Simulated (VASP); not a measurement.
GaN: energy against volume

GaN (zinc blende, F-43m, 11.776 Å³/atom and stress up to 0.24 GPa in the relaxed cell, cube axes along x, y and z) under an equal strain ε along all three axes. PBE in VASP (plane waves, PAW), 600 eV, 12×12×12 Γ-centred mesh, Gaussian smearing 0.05 eV; ions are relaxed, or left where forces stay under 0.02 eV/Å, within the symmetry of each cell.

Here V stands for volume and E for E less E0.

| volume (Å³/atom) | E less E0 (meV/atom) | pressure (GPa) |
|---|---|---|
| 11.0832 | 24.06 | 11.52 |
| 11.2537 | 13.30 | 8.27 |
| 11.4259 | 5.80 | 5.23 |
| 11.5999 | 1.42 | 2.40 |
| 11.7757 | 0.00 | -0.24 |
| 11.9532 | 1.38 | -2.70 |
| 12.1325 | 5.45 | -4.98 |
| 12.3135 | 12.03 | -7.11 |
| 12.4964 | 21.02 | -9.08 |
| 12.8676 | ? | ? |

The 9 complete rows are fitted with the third-order Birch-Murnaghan form, a cubic in V^(-2/3), E against V. With u = V^(-2/3) - 0.193, the rows have u = 0.008167, 0.006130, 0.004124, 0.002148, 0.000201, -0.001717, -0.003606, -0.005466, -0.007301. Least squares gives E = 0.015 - 155.03·u + 376010·u² + 429879·u³. Residuals (row less fit): -0.003, 0.007, -0.001, -0.001, 0.001, -0.008, 0.007, 0.004, -0.003; standard error 0.006 (degrees of freedom: 5). Its minimum lies at u = 0.000206, so V0 = (0.193206)^(-3/2) = 11.78. There d²E/du² = 752600 and d³E/du³ = 2579000, so B0 = (4/9) × 11.78^(-7/3) × 752600 × 0.160218 = 170 GPa (the last factor turns the table's units into GPa), and B0' = 4 + (2/3) × 0.193206 × (2579000)/752600 = 4.4. B0' rests on the cubic coefficient alone and has a standard error of 0.1 from these residuals.

Problem. Predict the withheld E at V = 12.8676 from the fit, and compare with the calculation.

Solution. u = -0.010890, so E = 0.015 - 155.03 × (-0.010890) + 376010 × (-0.010890)² + 429879 × (-0.010890)³ = 45.740 meV/atom. The calculation gives 45.70 meV/atom, 0.040 meV/atom below the prediction (0.1 % of the range of E in the table). The row lies outside the fitted rows, so this is an extrapolation. From the scatter of the fitted rows alone, a prediction at this place has a standard error of 0.024 meV/atom, so the miss is 1.7 times that.

Other structures, which can take over under pressure, weren't tried. The same form fitted to the pressure column gives B0' = 4.4; series where the two differ by over 0.4 aren't shown. GaN is here a metastable form; wurtzite is the usual one. Rows are the converged runs of the series near zero and its far end, less any whose ions stayed unrelaxed beside relaxed ones; series whose fitted rows scatter by over a few per cent of the range, as at a crossing or softening among them, aren't shown in this form.
